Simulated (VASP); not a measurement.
Level of theory: PBE GGA, VASP's PBE PAW potentials (set 64) (plane waves; VASP).

The input files of a VASP run:

POSCAR:
```
RuSe
3.3300590
  1.0000000000   0.0000000000   0.0000000000
 -0.5000001501   0.8660254968   0.0000000000
  0.0000000000   0.0000000000   0.9759505763
Ru Se
1 1
Direct
  0.0000000000   0.0000000000   0.0000000000
  0.6666670000   0.3333330000   0.5000000000
```

### INCAR
```
LMAXMIX=4   ! l cut-off of mixed one-centre charges
SIGMA=0.05   ! width (eV)
ISMEAR=0   ! Gaussian
SYSTEM=RuSe
GGA=PE   ! PBE
LWAVE=.False.
ENCUT=400   ! plane-wave cut-off (eV)
LASPH=.True.
LCHARG=.False.
EDIFF=1E-6
PREC=Accurate
ISIF=2   ! forces and stress, cell fixed
NELM=100   ! most electronic steps
ALGO=Normal   ! blocked Davidson
LREAL=.False.
```

KPOINTS:
```
Automatic mesh
0
Gamma
13 13 11
0 0 0
```

POTCAR, in this order: Ru_pv Se (PBE.64 set). Program: vasp_std.

The run wrote:

OSZICAR:
```
       N       E                     dE             d eps       ncg     rms          rms(c)
DAV:   1     0.125024981174E+03    0.12502E+03   -0.10140E+04  3696   0.113E+03
DAV:   2    -0.905071512950E+01   -0.13408E+03   -0.13171E+03  4176   0.321E+02
DAV:   3    -0.120488230230E+02   -0.29981E+01   -0.29706E+01  4266   0.501E+01
DAV:   4    -0.120718168198E+02   -0.22994E-01   -0.22990E-01  4366   0.432E+00
DAV:   5    -0.120722333081E+02   -0.41649E-03   -0.41648E-03  4342   0.460E-01    0.137E+01
DAV:   6    -0.119444621934E+02    0.12777E+00   -0.62632E-01  3618   0.859E+00    0.682E+00
DAV:   7    -0.119192078385E+02    0.25254E-01   -0.15936E-01  3720   0.407E+00    0.397E+00
DAV:   8    -0.119062503015E+02    0.12958E-01   -0.52551E-02  3894   0.250E+00    0.203E-01
DAV:   9    -0.119060734749E+02    0.17683E-03   -0.25794E-03  3840   0.399E-01    0.512E-02
DAV:  10    -0.119060433868E+02    0.30088E-04   -0.13530E-04  4404   0.117E-01    0.239E-02
DAV:  11    -0.119060456079E+02   -0.22210E-05   -0.13669E-05  3858   0.297E-02    0.559E-03
DAV:  12    -0.119060453573E+02    0.25062E-06   -0.46600E-07  2406   0.627E-03
   1 F= -.11906045E+02 E0= -.11904700E+02  d E =-.268987E-02
```

### OUTCAR
```
------------------------ aborting loop because EDIFF is reached ----------------------------------------
  FORCE on cell =-STRESS in cart. coord.  units (eV):
  Direction    XX          YY          ZZ          XY          YZ          ZX
  --------------------------------------------------------------------------------------
  Total        2.0569239      2.0569243      3.0728729     -0.0000004      0.0000000      0.0000000
  in kB      105.5879892    105.5880119    157.7396550     -0.0000183      0.0000000      0.0000000
  external PRESSURE =     122.9718854 kB  Pullay stress =       0.0000000 kB
  volume of cell :       31.21
      direct lattice vectors                 reciprocal lattice vectors
     3.330059000  0.000000000  0.000000000     0.300294980  0.173375421  0.000000000
    -1.665030000  2.883916000  0.000000000     0.000000000  0.346750738  0.000000000
     0.000000000  0.000000000  3.249973000     0.000000000  0.000000000  0.307694864
 POSITION                                       TOTAL-FORCE (eV/Angst)
 -----------------------------------------------------------------------------------
      0.00000      0.00000      0.00000        -0.000000      0.000000      0.000000
      1.66503      0.96130      1.62499         0.000000      0.000000      0.000000
 -----------------------------------------------------------------------------------
    total drift:                               -0.000414      0.000227      0.000000
  FREE ENERGIE OF THE ION-ELECTRON SYSTEM (eV)
  ---------------------------------------------------
  free  energy   TOTEN  =       -11.9060453573 eV

  energy  without entropy=      -11.9033554825  energy(sigma->0) =      -11.90470042
```
(Selected blocks of OUTCAR.)

The structure was generated: RuSe was put into the WC type (P-6m2), which need not be its known phase. The cell was not relaxed at this level. The run is one of a series of settings (KPOINTS 13×13×11 Γ-centred mesh against the base run), some of them coarse on purpose.
